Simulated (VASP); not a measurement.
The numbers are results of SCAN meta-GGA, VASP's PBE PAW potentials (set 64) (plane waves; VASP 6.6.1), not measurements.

Input for VASP

KPOINTS:
```
kpoints
0
Gamma
 5 5 8
```

File KPOINTS_OPT:
```
k-points along high-symmetry lines
6
Line-mode
Reciprocal
  0.000000   0.000000   0.000000 ! GAMMA
  0.000000   0.500000   0.000000 ! X

  0.000000   0.500000   0.000000 ! X
  0.500000   0.500000   0.000000 ! M

  0.500000   0.500000   0.000000 ! M
  0.000000   0.000000   0.000000 ! GAMMA

  0.000000   0.000000   0.000000 ! GAMMA
  0.000000   0.000000   0.500000 ! Z

  0.000000   0.000000   0.500000 ! Z
  0.000000   0.500000   0.500000 ! R

  0.000000   0.500000   0.500000 ! R
  0.500000   0.500000   0.500000 ! A

  0.500000   0.500000   0.500000 ! A
  0.000000   0.000000   0.500000 ! Z

  0.000000   0.500000   0.000000 ! X
  0.000000   0.500000   0.500000 ! R

  0.500000   0.500000   0.000000 ! M
  0.500000   0.500000   0.500000 ! A
```

File POSCAR:
```
SnO2
1
    4.7587585486    -0.0000000000     0.0000000000
   -0.0000000000     4.7587585486     0.0000000000
    0.0000000000     0.0000000000     3.2022822867
Sn O
2 4
Direct
  1.0000000000   1.0000000000   1.0000000000
  0.5000000000   0.5000000000   0.5000000000
  0.3058405627   0.3058405627   0.0000000000
  0.8058405627   0.1941594373   0.5000000000
  0.1941594373   0.8058405627   0.5000000000
  0.6941594373   0.6941594373   1.0000000000
```

**INCAR**
```
SYSTEM  =  SnO2
PREC  =  Accurate; ENCUT  =  520; LREAL  =  F
LASPH  =  T
EDIFF  =  1E-7; NELM  =  100; ALGO  =  Normal
LMAXMIX  =  4; LMIXTAU  =  T
ISMEAR  =  -5
METAGGA  =  SCAN
ISIF  =  2
LWAVE  =  F; LCHARG  =  F; LORBIT  =  11
NEDOS  =  601
LEFG  =  T
```

POTCAR, in this order: Sn_d O (PBE.64 set). Program: vasp_std.

Output of the run:

OSZICAR:
```
       N       E                     dE             d eps       ncg     rms          rms(c)
DAV:   1     0.593787911786E+03    0.59379E+03   -0.27116E+04  2000   0.268E+03
DAV:   2    -0.222854804146E+02   -0.61607E+03   -0.59652E+03  2102   0.688E+02
DAV:   3    -0.120393632607E+03   -0.98108E+02   -0.96946E+02  2119   0.234E+02
DAV:   4    -0.125332727697E+03   -0.49391E+01   -0.49119E+01  2247   0.570E+01
DAV:   5    -0.125485729909E+03   -0.15300E+00   -0.15292E+00  2255   0.105E+01    0.139E+01
DAV:   6    -0.108865508292E+03    0.16620E+02   -0.15252E+01  2869   0.791E+01    0.644E+00
DAV:   7    -0.107144896051E+03    0.17206E+01   -0.46621E+00  2567   0.206E+01    0.478E+00
DAV:   8    -0.109318950074E+03   -0.21741E+01   -0.25101E+00  2737   0.161E+01    0.237E+00
DAV:   9    -0.106744378024E+03    0.25746E+01   -0.31704E+00  2121   0.117E+01    0.245E+00
DAV:  10    -0.107645144203E+03   -0.90077E+00   -0.10799E+00  2102   0.842E+00    0.480E-01
DAV:  11    -0.107656169652E+03   -0.11025E-01   -0.33568E-02  2470   0.131E+00    0.309E-01
DAV:  12    -0.107643858363E+03    0.12311E-01   -0.30261E-03  2098   0.478E-01    0.315E-01
DAV:  13    -0.107671791785E+03   -0.27933E-01   -0.18001E-02  2506   0.171E+00    0.428E-01
DAV:  14    -0.107680539908E+03   -0.87481E-02   -0.38689E-03  1937   0.694E-01    0.403E-01
DAV:  15    -0.107679688081E+03    0.85183E-03   -0.29000E-04  2290   0.128E-01    0.360E-01
DAV:  16    -0.107679564677E+03    0.12340E-03   -0.49351E-04  2515   0.198E-01    0.289E-01
DAV:  17    -0.107680027529E+03   -0.46285E-03   -0.14948E-03  2656   0.398E-01    0.161E-01
DAV:  18    -0.107679753715E+03    0.27381E-03   -0.31140E-04  2942   0.157E-01    0.922E-02
DAV:  19    -0.107679654891E+03    0.98825E-04   -0.28089E-05  2529   0.491E-02    0.659E-02
DAV:  20    -0.107679560210E+03    0.94681E-04   -0.27780E-05  2951   0.633E-02    0.334E-02
DAV:  21    -0.107679437786E+03    0.12242E-03   -0.19324E-05  3092   0.643E-02    0.645E-03
DAV:  22    -0.107679414912E+03    0.22873E-04   -0.56090E-06  2056   0.216E-02    0.588E-03
DAV:  23    -0.107679413838E+03    0.10740E-05   -0.79266E-07  1760   0.119E-02    0.325E-03
DAV:  24    -0.107679405341E+03    0.84969E-05   -0.56845E-07  2051   0.642E-03    0.293E-04
DAV:  25    -0.107679406727E+03   -0.13860E-05   -0.70883E-08  1329   0.267E-03    0.404E-04
DAV:  26    -0.107679407019E+03   -0.29144E-06   -0.11843E-08  1140   0.124E-03    0.271E-04
DAV:  27    -0.107679406654E+03    0.36456E-06   -0.25817E-09  1091   0.652E-04    0.239E-04
DAV:  28    -0.107679406227E+03    0.42703E-06   -0.20320E-09  1028   0.464E-04    0.243E-04
DAV:  29    -0.107679406768E+03   -0.54080E-06   -0.12931E-09  1035   0.427E-04    0.948E-05
DAV:  30    -0.107679407020E+03   -0.25197E-06   -0.65575E-10  1021   0.244E-04    0.416E-05
DAV:  31    -0.107679407115E+03   -0.95161E-07   -0.22536E-10  1014   0.159E-04
   1 F= -.10767941E+03 E0= -.10767941E+03  d E =0.000000E+00
       N       E                     dE             ncg
       N       E                     dE             ncg
```

### OUTCAR
```
------------------------ aborting loop because EDIFF is reached ----------------------------------------
  FORCE on cell =-STRESS in cart. coord.  units (eV):
  Direction    XX          YY          ZZ          XY          YZ          ZX
  --------------------------------------------------------------------------------------
  Total        0.0508043      0.0508043     -0.0134045      0.0000000      0.0000000      0.0000000
  in kB        1.1224429      1.1224429     -0.2961513      0.0000000      0.0000000      0.0000000
  external PRESSURE =       0.6495782 kB  Pullay stress =       0.0000000 kB
  volume of cell :       72.52
      direct lattice vectors                 reciprocal lattice vectors
     4.758758549  0.000000000  0.000000000     0.210138840  0.000000000  0.000000000
     0.000000000  4.758758549  0.000000000     0.000000000  0.210138840  0.000000000
     0.000000000  0.000000000  3.202282287     0.000000000  0.000000000  0.312277279
 POSITION                                       TOTAL-FORCE (eV/Angst)
 -----------------------------------------------------------------------------------
      0.00000      0.00000      0.00000         0.000000     -0.000000     -0.000000
      2.37938      2.37938      1.60114         0.000000     -0.000000     -0.000000
      1.45542      1.45542      0.00000        -0.000948     -0.000948      0.000000
      3.83480      0.92396      1.60114        -0.000948      0.000948     -0.000000
      0.92396      3.83480      1.60114         0.000948     -0.000948     -0.000000
      3.30334      3.30334      0.00000         0.000948      0.000948     -0.000000
 -----------------------------------------------------------------------------------
    total drift:                                0.000000      0.000000      0.000000
  FREE ENERGIE OF THE ION-ELECTRON SYSTEM (eV)
  ---------------------------------------------------
  free  energy   TOTEN  =      -107.6794071152 eV

  energy  without entropy=     -107.6794071152  energy(sigma->0) =     -107.67940712

 total charge

# of ion       s       p       d       tot
------------------------------------------
    1        0.846   1.102  10.379  12.327
    2        0.846   1.102  10.379  12.327
    3        1.568   3.537   0.000   5.105
    4        1.568   3.537   0.000   5.105
    5        1.568   3.537   0.000   5.105
    6        1.568   3.537   0.000   5.105
--------------------------------------------------
tot          7.965  16.351  20.757  45.074

 Electric field gradients after diagonalization (V/A^2)
 (convention: |V_zz| > |V_xx| > |V_yy|)
----------------------------------------------------------------------
 ion       V_xx      V_yy      V_zz     asymmetry (V_yy - V_xx)/ V_zz
----------------------------------------------------------------------
   1     -49.761    -4.274    54.035       0.842
   2     -49.761    -4.274    54.035       0.842
   3      58.685    47.211  -105.897       0.108
   4      58.685    47.211  -105.897       0.108
   5      58.685    47.211  -105.897       0.108
   6      58.685    47.211  -105.897       0.108
```
(Selected blocks of OUTCAR.)

The compound is SnO2 in the rutile structure. It was relaxed first.
